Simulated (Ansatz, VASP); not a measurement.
**Cross-check of Ba2CuP2O8 between VASP and Ansatz**

One calculation is typed for both programs; each brings its own data sets. How far apart do they land? The cell is taken from a series of runs on this material, whose earlier steps may have relaxed, scaled, displaced or heated it; both programs get it as it stands. Valence electrons are named where the data sets of a main pair hold unlike numbers.

Method: plane waves, with VASP 6.6.1 beside it; electric field gradients at LDA, DFT+U, electric field gradients at PBEsol, DFT+U and electric field gradients at LDA, in Ansatz 0.2.0.

### Step 1. Starting point

Symmetry: C2/m, No. 12, monoclinic system. Conventional cell: a = 12.235 Å, b = 5.143 Å, c = 6.916 Å, α = 90.00°, β = 105.70°, γ = 90.00°. Nearest to Ba lie 9 O at 2.64 to 3.01 Å. Nearest to Cu lie 4 O at 1.94 Å. Nearest to P lie 4 O at 1.51 to 1.56 Å. O has 1 P at 1.54 Å and 3 Ba at 2.78 to 3.01 Å nearest. O has 1 P at 1.51 Å and 2 Ba at 2.64 to 2.74 Å nearest. Nearest to O lie 1 P at 1.56 Å and 1 Cu at 1.94 Å and 2 Ba at 2.88 to 2.93 Å. Farther neighbours and most contacts between anions are not listed.

### Step 2. Ansatz: electric field gradients, LDA, DFT+U

Ansatz runs on its default PAW (the set named soft_2) files.

Field gradients test the density near the nuclei, where the PAW reconstruction matters most.

input.yaml

```yaml
crystal:
  lattice:
    - [6.1174097331, -2.57168958, 0.0]
    - [6.1174097331, 2.57168958, 0.0]
    - [-1.8716624189, 0.0, 6.6578749769]
  atoms:
    - { symbol: Ba, position: [0.17358797, 0.17358797, 0.21515299] }
    - { symbol: Ba, position: [0.82641203, 0.82641203, 0.78484701] }
    - { symbol: Cu, position: [0.5, 0.5, 0.5], spin: 1.0 }
    - { symbol: P, position: [0.13273214, 0.13273214, 0.701389] }
    - { symbol: P, position: [0.86726786, 0.86726786, 0.298611] }
    - { symbol: O, position: [0.2542845, 0.2542845, 0.84053763] }
    - { symbol: O, position: [0.95314137, 0.95314137, 0.1770632] }
    - { symbol: O, position: [0.04685863, 0.04685863, 0.8229368] }
    - { symbol: O, position: [0.7457155, 0.7457155, 0.15946237] }
    - { symbol: O, position: [0.36483697, 0.8775571, 0.56313542] }
    - { symbol: O, position: [0.1224429, 0.63516303, 0.43686458] }
    - { symbol: O, position: [0.63516303, 0.1224429, 0.43686458] }
    - { symbol: O, position: [0.8775571, 0.36483697, 0.56313542] }
magnetization:
  spin_polarized: true
kpoints:
  mp_grid: { grid: [3, 3, 3] }
scf:
  lower_state_search: "off"
  occupations: { method: fermi_dirac, width: 0.01 }
hamiltonian:
  xc: lda
  hubbard: [{ species: Cu, l: d, u_eff: 5 }]
output:
  efg:
    contact_densities: true
    quadrupole_moments_barn: { Ba: 0.236, Cu: -0.22, O: -0.02558 }
  forces: true
  eigenstates:
    nscf_kmesh: { grid: [3, 3, 3] }
    top_band: c81
    magnetocrystalline_anisotropy:
      directions: [[1, 0, 0], [0, 1, 0], [0, 0, 1], [1, 1, 0], [1, 0, 1], [0, 1, 1]]
```

Command:

```bash
ansatz run input.yaml --threads 4 --pin off --max-ram 9216MiB --backend cpu --events-out ev --progress --plain --runs-dir out
```

Numbers of over 12 decimals in the logs are rounded to 6 here.

The program printed:

```text
Ba: projections on atomic orbitals take those of the free atom [Kr 4d10] 5s2 5p6 6s2, of charge +0.00 (hamiltonian.pseudopotentials.projection_atoms); the dataset's partial waves leave at most 9.7e-6 of an orbital's norm unspanned inside its sphere
Cu: projections on atomic orbitals take those of the free atom [Ne] 3s2 3p6 3d10 4s1, of charge +0.00 (hamiltonian.pseudopotentials.projection_atoms); the dataset's partial waves leave at most 2.0e-6 of an orbital's norm unspanned inside its sphere
P: projections on atomic orbitals take those of the free atom [Ne] 3s2 3p3, of charge +0.00 (hamiltonian.pseudopotentials.projection_atoms); the dataset's partial waves leave at most 1.0e-7 of an orbital's norm unspanned inside its sphere
O: projections on atomic orbitals take those of the free atom [He] 2s2 2p4, of charge +0.00 (hamiltonian.pseudopotentials.projection_atoms); the dataset's partial waves leave at most 1.9e-8 of an orbital's norm unspanned inside its sphere
Ba: output.efg is read without spin–orbit coupling, which moves field gradients at and beside such atoms by some per cent and up to a factor of two; PAW files take it under magnetization.noncollinear and magnetization.spin_orbit
Engine: ansatz 0.2.0, aarch64-unknown-linux-gnu
Pseudopotentials: kind: paw
Pseudopotential: Ba, paw, valence charge 10, recommended cutoff 420 eV (normal), Ba.paw.azcp
Pseudopotential: Cu, paw, valence charge 19, recommended cutoff 420 eV (normal), Cu.paw.azcp
Pseudopotential: P, paw, valence charge 5, recommended cutoff 420 eV (normal), P.paw.azcp
Pseudopotential: O, paw, valence charge 6, recommended cutoff 420 eV (normal), O.paw.azcp
Functional definition: SPW92
  exchange = slater_x
  correlation = pw_c
Crystal: 13 atoms, lattice volume = 209.484 Å³
Basis set: ecut = 420 eV, 4103 PW (Γ)
Bands: 62, of which v1, the nominal top of the filled ones, is band 49 counted from 1 (48 counted from 0)
Symmetry: 4 space group operations
Space group: C2/m (ITA 12), of the structure as read, at distance tolerance 5.9e-5 Å
Magnetic group: BNS 12.58 (UNI 65), of the structure as read, at distance tolerance 5.9e-5 Å
k-points: 10 of 27
Non-local potential: Ba, projectors of the file, l = 0: 3, l = 1: 2, l = 2: 2, l = 3: 2
Non-local potential: Cu, projectors of the file, l = 0: 3, l = 1: 2, l = 2: 3, l = 3: 1
Non-local potential: P, projectors of the file, l = 0: 2, l = 1: 2, l = 2: 2
Non-local potential: O, projectors of the file, l = 0: 2, l = 1: 2, l = 2: 1
PAW form: soft (Blöchl's): semilocal exchange-correlation on the pseudo side does not see the compensation charge
PAW frozen core: Ba, regenerated for the run's functional, and the local potential with it (the file was generated under x = pbe(κ = 0.804, μ = 0.219515), c = pbe(β = 0.066725))
PAW frozen core: Cu, regenerated for the run's functional, and the local potential with it (the file was generated under x = pbe(κ = 0.804, μ = 0.219515), c = pbe(β = 0.066725))
PAW frozen core: P, regenerated for the run's functional, and the local potential with it (the file was generated under x = pbe(κ = 0.804, μ = 0.219515), c = pbe(β = 0.066725))
PAW frozen core: O, regenerated for the run's functional, and the local potential with it (the file was generated under x = pbe(κ = 0.804, μ = 0.219515), c = pbe(β = 0.066725))
PAW one-centre angular grid: Ba, 194 points (default); XC on 64 Gauss nodes
PAW one-centre angular grid: Cu, 590 points (default); XC on 64 Gauss nodes
PAW one-centre angular grid: P, 110 points (default); XC on 64 Gauss nodes
PAW one-centre angular grid: O, 110 points (default); XC on 64 Gauss nodes
Initial density: superposition of atomic densities (chi_scale 0.1, normalization cell, long waves kept (reshape's long-wave potential 0.05 eV rms))
Starting moments: Σ|m| = 1 μB on 1 of 13 sites
Initial wavefunctions: pseudopotential atomic-orbital guess
Functional: x = slater, c = lda
SCF iter   1: F=—  HF=-24024.451810 eV  |F-HF|=—  |Δ(HF+E_count)|=         —  Δρ=4.91e-2 (↑3.06e-2 ↓4.91e-2)  dr2=1.35e1  dr2_m=1.19e0  M=0.520 μB ∫|m|=0.559 μB  β_m=0.30  ethr=3.10e-3  ⟨swp⟩=12.4  Hψ=7856  notcnv=0  defer=33
preconditioner: auto → Kerker (q_TF=auto, 2.400 Å⁻¹)  [metal: Δε(μ)=0.014 eV  Ē_g=13.145 eV  σ=0.010 eV  W_gap=0.32  n_scr=40 (ndim 8)  ℏωp=23.7 eV  f_vac=0.062  D(μ)=8.12/eV (n_scr^D=64)]
spin=Collinear: Kerker preconditioning applied to the charge; magnetization (m = ρ↑ − ρ↓) channel mixes plain (no charge-response kernel on spin).
SCF iter   2: F=—  HF=-24022.837495 eV  |F-HF|=—  |Δ(HF+E_count)|=    1.61e0  Δρ=2.52e-2 (↑2.39e-2 ↓2.52e-2)  dr2=7.93e0  dr2_m=1.69e-1  M=0.993 μB ∫|m|=1.041 μB  β_m=0.30  ethr=3.10e-3  ⟨swp⟩=3.8  Hψ=2214  notcnv=0  defer=141
[...]
SCF iter  20: F=-24020.356973 eV  HF=-24020.356973 eV  |F-HF|=2.47e-9  |Δ(HF+E_count)|=   3.03e-8  Δρ=1.86e-6 (↑8.19e-7 ↓1.86e-6)  dr2=1.54e-8  dr2_m=7.87e-10  M=1.000 μB ∫|m|=1.081 μB  ethr=1.03e-10  ⟨swp⟩=25.9  Hψ=9533  notcnv=0
SCF 1 converged in 20 iterations: F = -24020.356973 eV  dr2 = 1.54e-8
  greatest PAW one-centre occupation: 1.000 electrons in one spin orbital (limit 2), on the Cu atom at site 2 (counted from 0), in its partial waves of l = 0
NSCF: frozen V_eff on 10 k-points
Magnetocrystalline anisotropy: 0 of 10 k-points coupled
Magnetocrystalline anisotropy: 10 of 10 k-points coupled
WARN: output.eigenstates.magnetocrystalline_anisotropy: its error can be most of it. The directions' energies differ by 1.63e-5 eV, and taking the induced magnetisation to first order in the spin–orbit coupling leaves an estimated error of 1.83e-5 eV. Compare self-consistent runs with magnetization.spin_orbit
SCF converged after 20 iterations
Magnetization: 1.0000 μB (49.0000 up, 48.0000 down)
Absolute magnetization: 1.0682 μB (∫|ρ↑−ρ↓|, with the PAW one-centre terms)
Spin contamination: 0.0008 ħ² per cell (⟨S²⟩ above its minimum at these occupations)
Per-site moments (μB) at R_I (Å): [(0.000195149, 1.088196), (0.000195149, 1.088196), (0.625461, 0.801734), (0.0014556, 0.624026), (0.0014556, 0.624026), (0.017036, 0.634117), (0.00115717, 0.624026), (0.00115717, 0.624026), (0.017036, 0.634117), (0.063493, 0.643216), (0.063493, 0.643216), (0.063493, 0.643216), (0.063493, 0.643216)]
Free energy (F): -24020.356973 eV
Harris-Foulkes:  -24020.356973 eV  (|F-HF|=2.47e-9)
Internal energy: -24020.356973 eV  (E = F + TS)
E sigma→0 (E₀):  -24020.356973 eV
Fermi energy:    5.587104 eV
--- Per-component energies (eV) ---
  E_band       = -856.789386
  E_kinetic    = 2202.972298
  E_local      = -11761.229760  (includes V_loc(G=0)·N_el)
  E_nonlocal   = 977.933572
  E_hartree    = 4923.492145
  E_xc         = -1130.966363
  E_vxc        = -1262.380296  (∫ρ·V_xc dr)
  E_hubbard    = 0.751395  (on-site DFT+U / exact-exchange correction)
  E_vhub       = -21.884693  (the Hubbard potential's part of the band-sum identity)
  E_paw        = -13966.486359  (= ΣΔE_a)
  E_vpaw       = -839.216074  (= ΣTr[D̂ρ^β])
  E_aug_tail   = 0.020559  (compensation charges beyond the density's cutoff)
  E_ewald      = -5268.869226
  E_core_change = 2.024766  (= ΣΔE_core)
  E_smearing   = -0.000000  (= −TS)
  E_closure    = -0.000000  (closes the sum)
  Σ components = -24020.356973   (vs F -24020.356973, Δ=0.00e0)
--- Forces (eV/Å), atoms counted from 1 ---
  atom   1  Ba    -0.02993334     0.00000000    -0.01226469
  atom   2  Ba     0.02993334     0.00000000     0.01226469
  atom   3  Cu     0.00000000     0.00000000     0.00000000
  atom   4  P     -0.10547008     0.00000000    -0.01331634
  atom   5  P      0.10547008     0.00000000     0.01331634
  atom   6  O      0.11043664     0.00000000     0.03632266
  atom   7  O      0.30242181     0.00000000    -0.24192230
  atom   8  O     -0.30242181     0.00000000     0.24192230
  atom   9  O     -0.11043664     0.00000000    -0.03632266
  atom  10  O      0.04184431    -0.24590268    -0.12982572
  atom  11  O     -0.04184431    -0.24590268     0.12982572
  atom  12  O     -0.04184431     0.24590268     0.12982572
  atom  13  O      0.04184431     0.24590268    -0.12982572
  max |Σ_I F_I| component: 3.47e-17 eV/Å
--- PAW observables at the nuclei: V_zz in 10²¹ V/m², potentials from the cell's mean, atoms counted from 1 ---
  atom   1  Ba V_zz =    -5.485963   η = 0.2871   by run symmetry: allowed   C_q = -31.3054 MHz
            electrostatic potential = -9621.905806 V   contact ρ = 2057487.493702 e/Å³   contact ρ_s (e/Å³): all electrons -0.040888, valence -0.040276
  atom   2  Ba V_zz =    -5.485963   η = 0.2871   by run symmetry: allowed   C_q = -31.3054 MHz
            electrostatic potential = -9621.905806 V   contact ρ = 2057487.493702 e/Å³   contact ρ_s (e/Å³): all electrons -0.040888, valence -0.040276
  atom   3  Cu V_zz =    -7.112876   η = 0.0499   by run symmetry: allowed   C_q = +37.8375 MHz
            electrostatic potential = -3752.166367 V   contact ρ = 146766.504715 e/Å³   contact ρ_s (e/Å³): all electrons -1.359193, valence +0.711813
  atom   4  P  V_zz =    -1.745010   η = 0.8409   by run symmetry: allowed
            electrostatic potential = -1491.161841 V   contact ρ = 15867.439876 e/Å³   contact ρ_s (e/Å³): all electrons +0.018452, valence +0.019742
  atom   5  P  V_zz =    -1.745010   η = 0.8409   by run symmetry: allowed
            electrostatic potential = -1491.161841 V   contact ρ = 15867.439876 e/Å³   contact ρ_s (e/Å³): all electrons +0.018452, valence +0.019742
  atom   6  O  V_zz =    +6.857557   η = 0.0039   by run symmetry: allowed   C_q = -4.2415 MHz
            electrostatic potential = -621.935266 V   contact ρ = 2124.692269 e/Å³   contact ρ_s (e/Å³): all electrons +0.019640, valence +0.057104
  atom   7  O  V_zz =    +7.097287   η = 0.0675   by run symmetry: allowed   C_q = -4.3898 MHz
            electrostatic potential = -622.088463 V   contact ρ = 2124.440417 e/Å³   contact ρ_s (e/Å³): all electrons -0.008261, valence -0.005434
  atom   8  O  V_zz =    +7.097287   η = 0.0675   by run symmetry: allowed   C_q = -4.3898 MHz
            electrostatic potential = -622.088463 V   contact ρ = 2124.440417 e/Å³   contact ρ_s (e/Å³): all electrons -0.008261, valence -0.005434
  atom   9  O  V_zz =    +6.857557   η = 0.0039   by run symmetry: allowed   C_q = -4.2415 MHz
            electrostatic potential = -621.935266 V   contact ρ = 2124.692269 e/Å³   contact ρ_s (e/Å³): all electrons +0.019640, valence +0.057104
  atom  10  O  V_zz =    +8.569456   η = 0.5979   by run symmetry: allowed   C_q = -5.3004 MHz
            electrostatic potential = -621.335853 V   contact ρ = 2124.000088 e/Å³   contact ρ_s (e/Å³): all electrons +0.527146, valence +0.646423
  atom  11  O  V_zz =    +8.569456   η = 0.5979   by run symmetry: allowed   C_q = -5.3004 MHz
            electrostatic potential = -621.335853 V   contact ρ = 2124.000088 e/Å³   contact ρ_s (e/Å³): all electrons +0.527146, valence +0.646423
  atom  12  O  V_zz =    +8.569456   η = 0.5979   by run symmetry: allowed   C_q = -5.3004 MHz
            electrostatic potential = -621.335853 V   contact ρ = 2124.000088 e/Å³   contact ρ_s (e/Å³): all electrons +0.527146, valence +0.646423
  atom  13  O  V_zz =    +8.569456   η = 0.5979   by run symmetry: allowed   C_q = -5.3004 MHz
            electrostatic potential = -621.335853 V   contact ρ = 2124.000088 e/Å³   contact ρ_s (e/Å³): all electrons +0.527146, valence +0.646423
--- Band table (eV; the first three rows and the last of 20) ---
  k-point 0 ↑: bands = [... 45 lower, 4.0883, 4.1594, 4.3924, 4.8002, 8.9946, 10.4125, 11.4521, 11.8923, ... 9 higher]
  k-point 1 ↑: bands = [... 45 lower, 4.1154, 4.1370, 4.5173, 4.7844, 9.5256, 10.2735, 11.1968, 11.6873, ... 9 higher]
  k-point 2 ↑: bands = [... 45 lower, 3.9969, 4.0654, 4.1419, 4.6428, 10.1500, 10.8468, 11.2129, 11.3967, ... 9 higher]
  k-point 9 ↓: bands = [... 45 lower, 4.0417, 4.1469, 4.4007, 6.2671, 10.1784, 10.8797, 11.3605, 11.6487, ... 9 higher]
Occupation matrices written to <dir>
```

[end of part 1 of 5]

[Lines on the potential files, build, host, timing and source positions are cut from VASP's logs without a mark.]

[Logs are printed without paths, hosts, clocks, repeated set-up lines and the standing remarks that a program may print on its own settings, such as how far it seeks lower states.]

[Hosts, paths, dates, database ids (printed as entryN), source tags and the programs' standing remarks are cut or masked in the printed files.]
